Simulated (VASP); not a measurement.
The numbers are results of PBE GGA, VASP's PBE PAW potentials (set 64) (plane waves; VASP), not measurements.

Input for VASP

**KPOINTS**
```
Automatic mesh
0
Gamma
4 4 4
0 0 0
```

### POSCAR
```
CsPbCl3
11.4625140
  0.4999999811   0.0000000000   0.0000000000
  0.0000000000   0.4999999811   0.0000000000
  0.0000000000   0.0000000000   0.4999999811
Cs Pb Cl
1 1 3
Cartesian
  0.0000000000   0.0000000000   0.0000000000
  0.2499999906   0.2499999906   0.2499999906
  0.2499999906   0.0000000000   0.2499999906
  0.0000000000   0.2499999906   0.2499999906
  0.2499999906   0.2499999906   0.0000000000
```

### INCAR
```
SYSTEM = CsPbCl3
PREC = Accurate; ENCUT = 520; LREAL = .False.
LASPH = .True.
EDIFF = 1E-6; NELM = 100; ALGO = Normal
LMAXMIX = 4
ISMEAR = 0; SIGMA = 0.05
GGA = PE
LWAVE = .True.; LCHARG = .False.
```

POTCAR, in this order: Cs_sv Pb_d Cl (PBE.64 set). Program: vasp_std.

What will the output report for the number of irreducible k-points (NKPTS), largest plane-wave count, number of space-group operations, FFT grid (NGX, NGY, NGZ)?

* **number of irreducible k-points (NKPTS)**: 10
* **largest plane-wave count**: 5112
* **number of space-group operations**: 48
* **FFT grid (NGX, NGY, NGZ)**: 48 × 48 × 48

The compound is CsPbCl3 in the cubic perovskite structure, the ideal cubic form; the compound distorts at low or room temperature. It was relaxed first, which changed the volume by +7 %.
